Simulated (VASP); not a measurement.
Consider the following.

```yaml
crystal:
  lattice:
    - [0.00000, 2.31705, 2.31705]
    - [2.31705, 0.00000, 2.31705]
    - [2.31705, 2.31705, 0.00000]
  atoms:
    - { symbol: Cd, position: [0.00000, 0.00000, 0.00000] }
    - { symbol: O, position: [0.50000, 0.50000, 0.50000] }
```

All values below come from PBE0 hybrid, VASP's PBE PAW potentials (set 64) (plane waves; VASP). Settings: 520 eV cut-off, 8×8×8 Γ-centred mesh, Gaussian smearing of 0.050 eV, potentials Cd O.

Predict the energy per atom (σ→0), pressure, band gap (on the k-mesh) with the smallest direct gap where there is one.

- band gap (on the k-mesh): 1.66 eV
- smallest direct gap (on the k-mesh): 3.17 eV
- energy per atom (σ→0): -5271 meV/atom
- pressure: 9.31 GPa

The absolute energy has meaning only against runs of the same code, potentials and settings.

The compound is CdO in the rock salt structure. This cell is one point of a volume scan, at 0.91 of the reference volume. The cell's shape comes from a PBE relaxation.
